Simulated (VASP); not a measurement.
Runs of VASP 6.6.1 on MgS (Niningerite). It takes space group Fm-3m (No. 225, cubic). Conventional cell: a = 5.203 Å, b = 5.203 Å, c = 5.203 Å, α = 90.00°, β = 90.00°, γ = 90.00°. S (site symmetry m-3m) has 6 Mg at 2.60 Å as nearest neighbours. Around Mg (site symmetry m-3m) lie 6 S at 2.60 Å. 

```csv
task,level,potentials or basis,k mesh,cutoff (eV),smearing,GW scheme,GW iterations,cutoff of the response function,frequency points,empty bands,mesh quality,gap on the mesh (eV),pressure (GPa)
band structure,PBE,"VASP PAW PBE potentials, release 64 (S_GW, Mg_GW)",8 × 8 × 8,450,gaussian 0.02 eV,-,-,-,-,-,not flagged,2.77,0.9
band structure,TB-mBJ,"VASP PAW PBE potentials, release 64 (S, Mg)",8 × 8 × 8,520,gaussian 0.02 eV,-,-,-,-,-,not flagged,(b),-
band structure,LDA,"VASP PAW LDA potentials, release 64 (S, Mg)",8 × 8 × 8,520,gaussian 0.02 eV,-,-,-,-,-,not flagged,(a),(c)
band structure,PBE,"VASP PAW PBE potentials, release 64 (S, Mg)",8 × 8 × 8,520,gaussian 0.02 eV,-,-,-,-,-,not flagged,2.78,0.9
dielectric tensor,PBE,"VASP PAW PBE potentials, release 64 (S, Mg)",8 × 8 × 8,520,gaussian 0.02 eV,-,-,-,-,-,not flagged,2.78,-
band structure,r2SCAN,"VASP PAW PBE potentials, release 64 (S, Mg)",8 × 8 × 8,520,gaussian 0.02 eV,-,-,-,-,-,not flagged,3.43,-0.5
single point,PBE,"VASP PAW PBE potentials, release 64 (S, Mg)",3 × 3 × 3,520,gaussian 0.02 eV,-,-,-,-,-,coarse,3.67,2.5
```

Alike in all rows: no spin polarisation; cell as given.

Question: Estimate the missing entries.

Answer: (a) 2.56; (b) 4.00; (c) -3.9.

Caveats: some runs use coarse meshes; the PAW data sets were made with another functional, which shifts forces and pressure a little (some runs); an odd mesh through Γ misses points on the zone boundary, where band edges often lie (some runs).

Not every run made on this cell is shown here.
